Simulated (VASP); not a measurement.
Level of theory: PBE GGA, VASP's PBE PAW potentials (set 64) (plane waves; VASP).

Input for VASP

POSCAR:
```
SnCl2
1
    4.8525600000     0.0000000000     0.0000000000
    0.0000000000     5.9225110000     0.0000000000
    0.0000000000     0.0000000000     3.6972300000
Sn Cl
2 4
Direct
  0.0000000000   0.0000000000   0.0000000000
  0.5000000000   0.5000000000   0.5000000000
  0.2004000000   0.3787000000   0.0000000000
  0.7004000000   0.1213000000   0.5000000000
  0.2996000000   0.8787000000   0.5000000000
  0.7996000000   0.6213000000   0.0000000000
```

INCAR:
```
! general
SYSTEM =SnCl2
PREC   =Accurate
ENCUT  =300
LREAL  =.FALSE.
LASPH  =.TRUE.

! electronic loop
EDIFF  =1E-6
NELM   =100
ALGO   =Normal
LMAXMIX=4

! smearing
ISMEAR =-1
SIGMA  =0.136

! functional
GGA    =PE

! ions
ISIF   =2

! output
LWAVE  =.FALSE.
LCHARG =.FALSE.
```

KPOINTS:
```
Automatic mesh
0
Gamma
3 3 4
0 0 0
```

POTCAR, in this order: Sn_d Cl (PBE.64 set). Program: vasp_std.

Output of the run:

File OUTCAR:
```
 ion  position               nearest neighbor table
   1  0.000  0.000  0.000-   3 2.44   6 2.44   5 2.46   4 2.46   4 2.46   5 2.46
   2  0.500  0.500  0.500-   4 2.44   5 2.44   3 2.46   6 2.46   3 2.46   6 2.46
   3  0.200  0.379  0.000-   6 2.42   1 2.44   2 2.46   2 2.46
   4  0.700  0.121  0.500-   5 2.42   2 2.44   1 2.46   1 2.46
   5  0.300  0.879  0.500-   4 2.42   2 2.44   1 2.46   1 2.46
   6  0.800  0.621  0.000-   3 2.42   1 2.44   2 2.46   2 2.46
  LATTYP: Found a simple orthorhombic cell.
 ALAT       =     3.6972300000
 B/A-ratio  =     1.3124852930
 C/A-ratio  =     1.6018778924
 Subroutine PRICEL returns:
 Original cell was already a primitive cell.
 Subroutine GETGRP returns: Found  8 space group operations
The static configuration has the point symmetry C_2h.
 The point group associated with its full space group is D_2h.
The dynamic configuration has the point symmetry C_2h.
 Subroutine INISYM returns: Found  8 space group operations
 Subroutine IBZKPT returns following result:
 Found     12 irreducible k-points:

 Following reciprocal coordinates:
            Coordinates               Weight
  0.000000  0.000000  0.000000      1.000000
  0.333333  0.000000  0.000000      2.000000
...
```

File OSZICAR:
```
       N       E                     dE             d eps       ncg     rms          rms(c)
DAV:   1     0.532471713875E+03    0.53247E+03   -0.19913E+04   857   0.164E+03
DAV:   2     0.690005777159E+02   -0.46347E+03   -0.45332E+03   865   0.459E+02
DAV:   3    -0.812282621278E+01   -0.77123E+02   -0.75361E+02   959   0.170E+02
DAV:   4    -0.119934123625E+02   -0.38706E+01   -0.38531E+01   983   0.409E+01
DAV:   5    -0.121056641505E+02   -0.11225E+00   -0.11218E+00  1136   0.711E+00    0.284E+01
DAV:   6    -0.115986135884E+02    0.50705E+00   -0.10268E+00  1063   0.594E+00    0.166E+01
DAV:   7    -0.115736942221E+02    0.24919E-01   -0.67138E-01   975   0.425E+00    0.189E+00
DAV:   8    -0.115604767206E+02    0.13218E-01   -0.11464E-01  1099   0.225E+00    0.339E-01
DAV:   9    -0.115608835845E+02   -0.40686E-03   -0.47446E-03  1000   0.571E-01    0.172E-01
DAV:  10    -0.115610293987E+02   -0.14581E-03   -0.67063E-04  1171   0.179E-01    0.790E-02
DAV:  11    -0.115610495368E+02   -0.20138E-04   -0.83482E-05  1056   0.655E-02    0.230E-02
DAV:  12    -0.115610547157E+02   -0.51789E-05   -0.81692E-06   853   0.201E-02    0.654E-03
DAV:  13    -0.115610552194E+02   -0.50374E-06   -0.24133E-06   783   0.164E-02
   1 F= -.11561055E+02 E0= -.11549755E+02  d E =-.225997E-01
```

### OUTCAR
```
------------------------ aborting loop because EDIFF is reached ----------------------------------------
  FORCE on cell =-STRESS in cart. coord.  units (eV):
  Direction    XX          YY          ZZ          XY          YZ          ZX
  --------------------------------------------------------------------------------------
  Total       41.3323509     38.1414786     33.6359513     -0.0000000      0.0000000      0.0000000
  in kB      623.2286820    575.1152040    507.1787377     -0.0000000      0.0000000      0.0000000
  external PRESSURE =     568.5075412 kB  Pullay stress =       0.0000000 kB
  volume of cell :      106.26
      direct lattice vectors                 reciprocal lattice vectors
     4.852560000  0.000000000  0.000000000     0.206076792  0.000000000  0.000000000
     0.000000000  5.922511000  0.000000000     0.000000000  0.168847301  0.000000000
     0.000000000  0.000000000  3.697230000     0.000000000  0.000000000  0.270472759
 POSITION                                       TOTAL-FORCE (eV/Angst)
 -----------------------------------------------------------------------------------
      0.00000      0.00000      0.00000         0.000000      0.000000      0.000000
      2.42628      2.96126      1.84861         0.000000      0.000000      0.000000
      0.97245      2.24285      0.00000         1.063680     -1.299206     -0.000000
      3.39873      0.71840      1.84861         1.063680      1.299206      0.000000
      1.45383      5.20411      1.84861        -1.063680     -1.299206      0.000000
      3.88011      3.67966      0.00000        -1.063680      1.299206      0.000000
 -----------------------------------------------------------------------------------
    total drift:                                0.000000      0.000000      0.000000
  FREE ENERGIE OF THE ION-ELECTRON SYSTEM (eV)
  ---------------------------------------------------
  free  energy   TOTEN  =       -11.5610552194 eV

  energy  without entropy=      -11.5384555116  energy(sigma->0) =      -11.54975537
```
(Selected blocks of OUTCAR.)

At this cut-off the stress carries a Pulay error, which pulls relaxed volumes low.

The structure was generated: SnCl2 was put into an ordered model structure, which need not be its known phase. The cell was not relaxed at this level, and its volume differs by -5.9 % from the start's. The k-mesh is coarse (spacing up to 0.43 per Å, 2π included), so the numbers may not be converged in it.
